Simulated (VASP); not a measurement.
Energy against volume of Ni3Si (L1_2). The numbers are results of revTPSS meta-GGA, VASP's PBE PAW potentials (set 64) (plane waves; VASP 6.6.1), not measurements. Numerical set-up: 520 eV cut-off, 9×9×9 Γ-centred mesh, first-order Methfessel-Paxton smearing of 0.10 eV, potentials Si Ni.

| V (Å³/atom) | E (eV/atom) |
|---|---|
| 9.698 | -3.48331 |
| 10.007 | -3.50821 |
| 10.317 | -3.51597 |
| 10.626 | -3.50932 |

Problem. Fit these four points and predict the energy of the run at 10.936 Å³/atom.

Solution. A cubic in V^(−2/3), the third-order Birch-Murnaghan form, passes through the four points with V0 = 10.32 Å³/atom and B0 = 248 GPa, and gives -3.4906 eV/atom there. The run gave -3.4905 eV/atom, +0.0 meV/atom from the fit; all five points give B0 = 248 GPa.

The compound is Ni3Si in the L1_2 structure. It was relaxed first. The run is not spin-polarised, so no magnetic state was tried.
